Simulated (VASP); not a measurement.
OSZICAR of a VASP run on Mo3Si (A15):

File OSZICAR:
```
       N       E                     dE             d eps       ncg     rms          rms(c)
DAV:   1     0.117319753489E+04    0.11732E+04   -0.53978E+04  2208   0.168E+03
DAV:   2    -0.350393625921E+02   -0.12082E+04   -0.11816E+04  2298   0.552E+02
DAV:   3    -0.906720831207E+02   -0.55633E+02   -0.53859E+02  2849   0.108E+02
DAV:   4    -0.919535486313E+02   -0.12815E+01   -0.12584E+01  2657   0.133E+01
DAV:   5    -0.919753897724E+02   -0.21841E-01   -0.21780E-01  2595   0.177E+00    0.486E+01
DAV:   6    -0.880860878566E+02    0.38893E+01   -0.13599E+01  2471   0.180E+01    0.135E+01
DAV:   7    -0.877398096077E+02    0.34628E+00   -0.91702E-01  2720   0.443E+00    0.359E+00
DAV:   8    -0.876796259745E+02    0.60184E-01   -0.13523E-01  2461   0.127E+00    0.584E-01
DAV:   9    -0.876785394154E+02    0.10866E-02   -0.70895E-03  2816   0.316E-01    0.327E-01
DAV:  10    -0.876783175328E+02    0.22188E-03   -0.80688E-04  2666   0.185E-01    0.104E-01
DAV:  11    -0.876783267053E+02   -0.91726E-05   -0.21016E-05  2632   0.237E-02    0.258E-02
DAV:  12    -0.876783252154E+02    0.14899E-05   -0.62017E-06  2489   0.145E-02    0.486E-03
DAV:  13    -0.876783252411E+02   -0.25679E-07   -0.17869E-07  1520   0.192E-03
   1 F= -.87678325E+02 E0= -.87677835E+02  d E =-.876783E+02
       N       E                     dE             d eps       ncg     rms          rms(c)
DAV:   1    -0.877427228645E+02   -0.64398E-01   -0.18435E+00  2228   0.944E+00    0.327E+00
DAV:   2    -0.876778773786E+02    0.64845E-01   -0.22869E-01  2228   0.277E+00    0.447E-01
DAV:   3    -0.876756622666E+02    0.22151E-02   -0.20561E-02  2594   0.772E-01    0.433E-01
DAV:   4    -0.876758575567E+02   -0.19529E-03   -0.39772E-03  2385   0.173E-01    0.927E-02
DAV:   5    -0.876758059459E+02    0.51611E-04   -0.68262E-04  2459   0.143E-01    0.103E-01
DAV:   6    -0.876758351932E+02   -0.29247E-04   -0.31088E-05  2661   0.259E-02    0.197E-02
DAV:   7    -0.876758312015E+02    0.39916E-05   -0.27755E-05  2354   0.185E-02    0.117E-03
DAV:   8    -0.876758312100E+02   -0.84747E-08   -0.72021E-07  1471   0.386E-03
   2 F= -.87675831E+02 E0= -.87675405E+02  d E =0.249403E-02
       N       E                     dE             d eps       ncg     rms          rms(c)
DAV:   1    -0.877133285108E+02   -0.37497E-01   -0.95249E-01  2228   0.677E+00    0.244E+00
DAV:   2    -0.876798937892E+02    0.33435E-01   -0.11619E-01  2228   0.199E+00    0.315E-01
DAV:   3    -0.876786844307E+02    0.12094E-02   -0.10691E-02  2573   0.557E-01    0.335E-01
DAV:   4    -0.876788103907E+02   -0.12596E-03   -0.23658E-03  2343   0.131E-01    0.624E-02
DAV:   5    -0.876787614030E+02    0.48988E-04   -0.34677E-04  2410   0.100E-01    0.641E-02
DAV:   6    -0.876787693956E+02   -0.79925E-05   -0.21496E-05  2228   0.179E-02    0.107E-02
DAV:   7    -0.876787669621E+02    0.24335E-05   -0.17053E-05  2062   0.150E-02    0.116E-03
DAV:   8    -0.876787669678E+02   -0.56571E-08   -0.49935E-07  1429   0.384E-03
   3 F= -.87678767E+02 E0= -.87678296E+02  d E =-.441727E-03
```

### Question
Which electronic solver shows in the log?

### Answer
It is blocked Davidson (ALGO = Normal, or the opening steps of other solvers). The INCAR had ALGO = Normal.

### Question
Can the final energy be trusted as converged?

### Answer
The calculation finished and met its thresholds. It stopped with EDIFF = 1E-6, NELM = 100, NSW = 40 and EDIFFG = -0.02 after 3 ionic steps (LDA (Ceperley-Alder, Perdew-Zunger), plane waves, VASP's LDA PAW potentials (set 64)).

The compound is Mo3Si in the A15 structure. This run relaxes it. Symmetry was kept, so distortions that lower it aren't found.
